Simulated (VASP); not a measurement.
Consider the following.

```yaml
crystal:
  lattice:
    - [0.00000, 3.00217, 3.00217]
    - [3.00217, 0.00000, 3.00217]
    - [3.00217, 3.00217, 0.00000]
  atoms:
    - { symbol: Hg, position: [0.00000, 0.00000, 0.00000] }
    - { symbol: S, position: [0.25000, 0.25000, 0.25000] }
```

The numbers are results of PW91 GGA, VASP's PBE PAW potentials (set 64) (plane waves; VASP 6.6.1), not measurements. Settings: 520 eV cut-off, 12×12×12 Γ-centred mesh, tetrahedra with Blöchl corrections, potentials Hg S.

Unless said otherwise, spin-orbit coupling is left out, though it shifts the bands of the heavy elements here.

### Question
Predict the energy per atom (σ→0), band gap (on the k-mesh) with the smallest direct gap where there is one.

### Answer

The band gap (on the k-mesh) is none (metal, semimetal or under 0.01 eV) and the energy per atom (σ→0) is -2.307 eV/atom.

The compound is HgS in the zinc blende structure, metacinnabar; cinnabar is the stable form. It was relaxed first, which changed the volume by +8 %.
